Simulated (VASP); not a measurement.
Here is a VASP 6.6.1 calculation.

INCAR

```
SYSTEM = Ru
ALGO = Normal
DIPOL = 0.5 0.5 0.500
EDIFF = 1E-7
ENCUT = 520
ICORELEVEL = 1
IDIPOL = 3
ISIF = 2
ISMEAR = 1
KPAR = 4
LASPH = .TRUE.
LCHARG = .FALSE.
LDIPOL = .TRUE.
LREAL = .FALSE.
LVACPOTAV = .TRUE.
LVHAR = .TRUE.
LWAVE = .FALSE.
NELM = 80
PREC = Accurate
SIGMA = 0.1
```

KPOINTS

```
k-points
0
G
  15 15 1
  0 0 0
```

File POSCAR:

```
Ru                                      
1.0
    2.6745381300      0.0000000000      0.0000000000
   -1.3372689400      2.3162178900      0.0000000000
    0.0000000000      0.0000000000     27.7052700000
  Ru            
     7
Direct
     0.3333330000000032    0.6666659999999993    0.2732544698594100
     0.6666669999999968    0.3333340000000007    0.3467012970959892
     0.3333330000000032    0.6666659999999993    0.4232313040711165
     0.6666669999999968    0.3333340000000007    0.5000000000000000
     0.3333330000000032    0.6666659999999993    0.5767686959288834
     0.6666669999999968    0.3333340000000007    0.6532987029040109
     0.3333330000000032    0.6666659999999993    0.7267455301405901
```

Potentials or basis: VASP PAW LDA potentials, release 64 (Ru_pv).

Command:

```bash
$ cat potpaw_LDA.64/Ru_pv/POTCAR > POTCAR
$ mpirun -np 4 vasp_std > vasp.out
```

Q: What does it give for the largest force?

A: 0.007 eV/Å.

Q: Predict the band gap on the k mesh.

A: None (metal or under the smearing width).

Q: Predict the work function of the lower face.

A: 5.37 eV.

Core levels (eV, on the scale of the bands):
```
atom                                                                          levels
1 Ru  1s -21805.2, 2s -3132.4, 2p -2809.4, 3s -544.5, 3p -437.9, 3d -265.2, 4s -67.6
2 Ru  1s -21805.6, 2s -3132.8, 2p -2809.8, 3s -544.9, 3p -438.3, 3d -265.7, 4s -68.1
3 Ru  1s -21805.4, 2s -3132.6, 2p -2809.6, 3s -544.7, 3p -438.1, 3d -265.5, 4s -67.9
4 Ru  1s -21805.4, 2s -3132.6, 2p -2809.6, 3s -544.7, 3p -438.1, 3d -265.4, 4s -67.9
5 Ru  1s -21805.4, 2s -3132.6, 2p -2809.6, 3s -544.7, 3p -438.1, 3d -265.5, 4s -67.9
6 Ru  1s -21805.6, 2s -3132.8, 2p -2809.8, 3s -544.9, 3p -438.3, 3d -265.7, 4s -68.1
```
